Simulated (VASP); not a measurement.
Method: SCAN meta-GGA, VASP's PBE PAW potentials (set 64) (plane waves; VASP).

VASP input:

File KPOINTS_OPT:
```
k-points along high-symmetry lines
10
Line-mode
Reciprocal
  0.000000   0.000000   0.000000 ! GAMMA
  0.000000   0.500000   0.000000 ! X

  0.000000   0.500000   0.000000 ! X
  0.500000   0.500000   0.000000 ! M

  0.500000   0.500000   0.000000 ! M
  0.000000   0.000000   0.000000 ! GAMMA

  0.000000   0.000000   0.000000 ! GAMMA
  0.500000   0.500000   0.500000 ! R

  0.500000   0.500000   0.500000 ! R
  0.000000   0.500000   0.000000 ! X

  0.500000   0.500000   0.500000 ! R
  0.500000   0.500000   0.000000 ! M
```

### KPOINTS
```
Automatic mesh
0
Gamma
9 9 9
0 0 0
```

**INCAR**
```
! general
SYSTEM  = Al3Sc
PREC    = Accurate
ENCUT   = 520
LREAL   = .FALSE.   ! projection in real space or not
LASPH   = .TRUE.

! electronic loop
EDIFF   = 1E-7
NELM    = 100   ! most electronic steps
ALGO    = Normal
LMAXMIX = 4
LMIXTAU = .TRUE.

! smearing
ISMEAR  = -5

! functional
METAGGA = SCAN

! ions
ISIF    = 2   ! forces and stress, cell fixed

! output
LWAVE   = .FALSE.
LCHARG  = .FALSE.
LORBIT  = 11
NEDOS   = 601   ! DOS grid

! other
LEFG    = .TRUE.
```

File POSCAR:
```
Al3Sc
1
    4.0842930968     0.0000000000    -0.0000000000
   -0.0000000000     4.0842930968    -0.0000000000
    0.0000000000     0.0000000000     4.0842930968
Sc Al
1 3
Direct
  0.0000000000   0.0000000000   0.0000000000
  0.0000000000   0.5000000000   0.5000000000
  0.5000000000   0.0000000000   0.5000000000
  0.5000000000   0.5000000000   0.0000000000
```

POTCAR, in this order: Sc_sv Al (PBE.64 set). Program: vasp_std.

Output

**OUTCAR**
```
 ion  position               nearest neighbor table
   1  0.000  0.000  0.000-   2 2.89   3 2.89   4 2.89   2 2.89   3 2.89   2 2.89   4 2.89   2 2.89
                             3 2.89   4 2.89   3 2.89   4 2.89
   2  0.000  0.500  0.500-   1 2.89   3 2.89   4 2.89   1 2.89   4 2.89   1 2.89   3 2.89   1 2.89
                             3 2.89   4 2.89   4 2.89   3 2.89
   3  0.500  0.000  0.500-   1 2.89   2 2.89   4 2.89   1 2.89   4 2.89   2 2.89   4 2.89   4 2.89
                             1 2.89   2 2.89   1 2.89   2 2.89
   4  0.500  0.500  0.000-   1 2.89   2 2.89   3 2.89   2 2.89   3 2.89   1 2.89   3 2.89   3 2.89
                             1 2.89   2 2.89   2 2.89   1 2.89
  LATTYP: Found a simple cubic cell.
 ALAT       =     4.0842930968
 Subroutine PRICEL returns:
 Original cell was already a primitive cell.
 Subroutine GETGRP returns: Found 48 space group operations
The static configuration has the point symmetry O_h .
The dynamic configuration has the point symmetry O_h .
 Subroutine INISYM returns: Found 48 space group operations
 Subroutine IBZKPT returns following result:
 Found     35 irreducible k-points:

 Following reciprocal coordinates:
            Coordinates               Weight
  0.000000  0.000000  0.000000      1.000000
  0.111111  0.000000  0.000000      6.000000
  0.222222  0.000000  0.000000      6.000000
  0.333333  0.000000  0.000000      6.000000
  0.444444  0.000000  0.000000      6.000000
  0.111111  0.111111  0.000000     12.000000
  0.222222  0.111111  0.000000     24.000000
  0.333333  0.111111  0.000000     24.000000
  0.444444  0.111111  0.000000     24.000000
  0.222222  0.222222  0.000000     12.000000
  0.333333  0.222222  0.000000     24.000000
  0.444444  0.222222  0.000000     24.000000
  0.333333  0.333333  0.000000     12.000000
  0.444444  0.333333  0.000000     24.000000
  0.444444  0.444444  0.000000     12.000000
  0.111111  0.111111  0.111111      8.000000
  0.222222  0.111111  0.111111     24.000000
  0.333333  0.111111  0.111111     24.000000
  0.444444  0.111111  0.111111     24.000000
  0.222222  0.222222  0.111111     24.000000
  0.333333  0.222222  0.111111     48.000000
  0.444444  0.222222  0.111111     48.000000
  0.333333  0.333333  0.111111     24.000000
  0.444444  0.333333  0.111111     48.000000
  0.444444  0.444444  0.111111     24.000000
  0.222222  0.222222  0.222222      8.000000
  0.333333  0.222222  0.222222     24.000000
  0.444444  0.222222  0.222222     24.000000
  0.333333  0.333333  0.222222     24.000000
  0.444444  0.333333  0.222222     48.000000
  0.444444  0.444444  0.222222     24.000000
  0.333333  0.333333  0.333333      8.000000
  0.444444  0.333333  0.333333     24.000000
  0.444444  0.444444  0.333333     24.000000
  0.444444  0.444444  0.444444      8.000000
   k-points           NKPTS =     35   k-points in BZ     NKDIM =     35   number of bands    NBANDS=     14
   number of dos      NEDOS =    601   number of ions     NIONS =      4
   total plane-waves  NPLWV =  27000
   dimension x,y,z NGX =    30 NGY =   30 NGZ =   30
   dimension x,y,z NGXF=    60 NGYF=   60 NGZF=   60
   ions per type =               1   3
   PREC   = accura    normal or accurate (medium, high low for compatibility)
   ISTART =      0    job   : 0-new  1-cont  2-samecut
   ICHARG =      2    charge: 1-file 2-atom 10-const
   ISPIN  =      1    spin polarized calculation?
   LNONCOLLINEAR =      F non collinear calculations
   LSORBIT =      F    spin-orbit coupling
   INIWAV =      1    electr: 0-lowe 1-rand  2-diag
   ENCUT  =  520.0 eV  38.22 Ry    6.18 a.u.   7.59  7.59  7.59*2*pi/ulx,y,z
   NELM   =    100;   NELMIN=  2; NELMDL= -5     # of ELM steps
   EDIFF  = 0.1E-06   stopping-criterion for ELM
   LREAL  =      F    real-space projection
   NLSPLINE    = F    spline interpolate recip. space projectors
...
```

**OSZICAR**
```
       N       E                     dE             d eps       ncg     rms          rms(c)
DAV:   1     0.975413166000E+02    0.97541E+02   -0.86050E+03   980   0.133E+03
DAV:   2    -0.349337460343E+02   -0.13248E+03   -0.13079E+03  1000   0.380E+02
DAV:   3    -0.429465292676E+02   -0.80128E+01   -0.77991E+01  1548   0.762E+01
DAV:   4    -0.431248637309E+02   -0.17833E+00   -0.17651E+00  1392   0.118E+01
DAV:   5    -0.431292603329E+02   -0.43966E-02   -0.43454E-02  1436   0.177E+00    0.119E+01
DAV:   6    -0.394150067976E+02    0.37143E+01   -0.54958E+00  1448   0.359E+01    0.465E+00
DAV:   7    -0.390125211819E+02    0.40249E+00   -0.62980E-01  1034   0.998E+00    0.218E+00
DAV:   8    -0.390494974825E+02   -0.36976E-01   -0.91311E-01  1312   0.940E+00    0.682E-01
DAV:   9    -0.390922667143E+02   -0.42769E-01   -0.19307E-01  1160   0.495E+00    0.413E-01
DAV:  10    -0.393162338185E+02   -0.22397E+00   -0.35328E-01  1032   0.793E+00    0.317E-01
DAV:  11    -0.393259100438E+02   -0.96762E-02   -0.12795E-01   992   0.484E+00    0.136E-01
DAV:  12    -0.393118774139E+02    0.14033E-01   -0.43305E-02  1004   0.263E+00    0.112E-01
DAV:  13    -0.393146299925E+02   -0.27526E-02   -0.73448E-03  1198   0.112E+00    0.124E-01
DAV:  14    -0.393190369888E+02   -0.44070E-02   -0.53271E-02   996   0.330E+00    0.686E-02
DAV:  15    -0.393179326407E+02    0.11043E-02   -0.42861E-03  1450   0.560E-01    0.676E-02
DAV:  16    -0.393167457545E+02    0.11869E-02   -0.52237E-03  1232   0.977E-01    0.242E-02
DAV:  17    -0.393166809517E+02    0.64803E-04   -0.33337E-04  1350   0.219E-01    0.219E-02
DAV:  18    -0.393166768470E+02    0.41046E-05   -0.24456E-04   992   0.195E-01    0.177E-02
DAV:  19    -0.393166251082E+02    0.51739E-04   -0.21015E-04  1004   0.191E-01    0.133E-02
DAV:  20    -0.393165756943E+02    0.49414E-04   -0.68218E-05  1238   0.111E-01    0.621E-03
DAV:  21    -0.393165701973E+02    0.54970E-05   -0.14777E-05  1046   0.536E-02    0.581E-03
DAV:  22    -0.393165622175E+02    0.79798E-05   -0.17873E-05  1022   0.673E-02    0.478E-03
DAV:  23    -0.393165448823E+02    0.17335E-04   -0.22434E-05  1612   0.552E-02    0.281E-03
DAV:  24    -0.393165422528E+02    0.26295E-05   -0.38227E-06  1004   0.252E-02    0.218E-03
DAV:  25    -0.393165436978E+02   -0.14450E-05   -0.76323E-07  1536   0.111E-02    0.117E-03
DAV:  26    -0.393165438216E+02   -0.12378E-06   -0.54982E-08   580   0.292E-03    0.104E-03
DAV:  27    -0.393165421382E+02    0.16833E-05   -0.71177E-08   604   0.462E-03    0.886E-04
DAV:  28    -0.393165434089E+02   -0.12706E-05   -0.18050E-07   970   0.638E-03    0.288E-04
DAV:  29    -0.393165430329E+02    0.37597E-06   -0.51047E-08   562   0.330E-03    0.201E-04
DAV:  30    -0.393165430461E+02   -0.13222E-07   -0.15188E-08   508   0.249E-03
   1 F= -.39316543E+02 E0= -.39316543E+02  d E =0.000000E+00
       N       E                     dE             ncg
       N       E                     dE             ncg
```

File OUTCAR:
```
------------------------ aborting loop because EDIFF is reached ----------------------------------------
  FORCE on cell =-STRESS in cart. coord.  units (eV):
  Direction    XX          YY          ZZ          XY          YZ          ZX
  --------------------------------------------------------------------------------------
  Total       -0.0785294     -0.0785294     -0.0785294      0.0000000      0.0000000     -0.0000000
  in kB       -1.8466826     -1.8466826     -1.8466826      0.0000000      0.0000000     -0.0000000
  external PRESSURE =      -1.8466826 kB  Pullay stress =       0.0000000 kB
  volume of cell :       68.13
      direct lattice vectors                 reciprocal lattice vectors
     4.084293097  0.000000000  0.000000000     0.244840411  0.000000000  0.000000000
     0.000000000  4.084293097  0.000000000     0.000000000  0.244840411  0.000000000
     0.000000000  0.000000000  4.084293097     0.000000000  0.000000000  0.244840411
 POSITION                                       TOTAL-FORCE (eV/Angst)
 -----------------------------------------------------------------------------------
      0.00000      0.00000      0.00000         0.000000      0.000000      0.000000
      0.00000      2.04215      2.04215         0.000000      0.000000      0.000000
      2.04215      0.00000      2.04215         0.000000      0.000000      0.000000
      2.04215      2.04215      0.00000         0.000000      0.000000      0.000000
 -----------------------------------------------------------------------------------
    total drift:                               -0.000000     -0.000000      0.000000
  FREE ENERGIE OF THE ION-ELECTRON SYSTEM (eV)
  ---------------------------------------------------
  free  energy   TOTEN  =       -39.3165430461 eV

  energy  without entropy=      -39.3165430461  energy(sigma->0) =      -39.31654305

 total charge

# of ion       s       p       d       tot
------------------------------------------
    1        2.182   6.145   1.282   9.609
    2        0.421   0.399   0.000   0.821
    3        0.421   0.399   0.000   0.821
    4        0.421   0.399   0.000   0.821
--------------------------------------------------
tot          3.446   7.343   1.282  12.070
```
(Selected blocks of OUTCAR.)

For a metal the tetrahedron method with Blöchl corrections gives inexact stress and forces.

The compound is Al3Sc in the L1_2 structure. It was relaxed first.
